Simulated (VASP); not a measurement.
Output of a VASP run:

File OSZICAR:
```
       N       E                     dE             d eps       ncg     rms          rms(c)
DAV:   1     0.313313950443E+02    0.31331E+02   -0.48576E+03   336   0.864E+02
DAV:   2    -0.265684361505E+01   -0.33988E+02   -0.33219E+02   293   0.171E+02
DAV:   3    -0.288548427395E+01   -0.22864E+00   -0.22861E+00   350   0.170E+01
DAV:   4    -0.288591001607E+01   -0.42574E-03   -0.42574E-03   338   0.691E-01
DAV:   5    -0.288591214129E+01   -0.21252E-05   -0.21255E-05   346   0.470E-02    0.452E+00
DAV:   6    -0.265833242955E+01    0.22758E+00   -0.11281E+00   294   0.113E+01    0.303E+00
DAV:   7    -0.265234032709E+01    0.59921E-02   -0.68945E-03   293   0.884E-01    0.175E+00
DAV:   8    -0.265000387476E+01    0.23365E-02   -0.68453E-04   312   0.287E-01    0.848E-02
DAV:   9    -0.265000044160E+01    0.34332E-05   -0.19666E-05   327   0.466E-02    0.355E-02
DAV:  10    -0.265000857039E+01   -0.81288E-05   -0.55450E-06   303   0.277E-02    0.124E-02
DAV:  11    -0.265000811276E+01    0.45764E-06   -0.71346E-07   173   0.935E-03
   1 F= -.26500081E+01 E0= -.26489546E+01  d E =-.316041E-02
```

File OUTCAR:
```
------------------------ aborting loop because EDIFF is reached ----------------------------------------
  FORCE on cell =-STRESS in cart. coord.  units (eV):
  Direction    XX          YY          ZZ          XY          YZ          ZX
  --------------------------------------------------------------------------------------
  Total       -0.1203738     -0.1203738     -0.1203738      0.0000000      0.0000000      0.0000000
  in kB      -10.6250736    -10.6250736    -10.6250736      0.0000000      0.0000000      0.0000000
  external PRESSURE =     -10.6250736 kB  Pullay stress =       0.0000000 kB
  volume of cell :       18.15
      direct lattice vectors                 reciprocal lattice vectors
     0.000000000  2.085900000  2.085900000    -0.239704684  0.239704684  0.239704684
     2.085900000  0.000000000  2.085900000     0.239704684 -0.239704684  0.239704684
     2.085900000  2.085900000  0.000000000     0.239704684  0.239704684 -0.239704684
 POSITION                                       TOTAL-FORCE (eV/Angst)
 -----------------------------------------------------------------------------------
      0.00000      0.00000      0.00000        -0.000000     -0.000000     -0.000000
 -----------------------------------------------------------------------------------
    total drift:                               -0.000000     -0.000000     -0.000000
  FREE ENERGIE OF THE ION-ELECTRON SYSTEM (eV)
  ---------------------------------------------------
  free  energy   TOTEN  =        -2.6500081128 eV

  energy  without entropy=       -2.6468477048  energy(sigma->0) =       -2.64895464
```
(Selected blocks of OUTCAR.)

File POSCAR:
```
Ag
1
    0.0000000000     2.0859000000     2.0859000000
    2.0859000000     0.0000000000     2.0859000000
    2.0859000000     2.0859000000     0.0000000000
Ag
1
Direct
  0.0000000000   0.0000000000   0.0000000000
```

Write an INCAR and KPOINTS that could have produced this output.

One answer among several that fit: the input of the run itself, PBE GGA, plane waves, VASP's PBE PAW potentials (set 64).

INCAR:
```
SYSTEM = Ag
PREC = Accurate
ENCUT = 400
EDIFF = 1E-6
NELM = 100
ALGO = Normal
LREAL = .FALSE.
LASPH = .TRUE.
ISMEAR = 1
SIGMA = 0.1
GGA = PE
LMAXMIX = 4
LWAVE = .FALSE.
LCHARG = .FALSE.
ISIF = 2
```

**KPOINTS**
```
Automatic mesh
0
Gamma
  6 6 6
```

POTCAR, in this order: Ag (PBE.64 set). Program: vasp_std.

The compound is Ag in the fcc structure. The cell was not relaxed at this level. The k-mesh is coarse (spacing up to 0.43 per Å, 2π included), so the numbers may not be converged in it. The run is one of a series of settings (KPOINTS 6×6×6 Γ-centred mesh against the base run), some of them coarse on purpose.
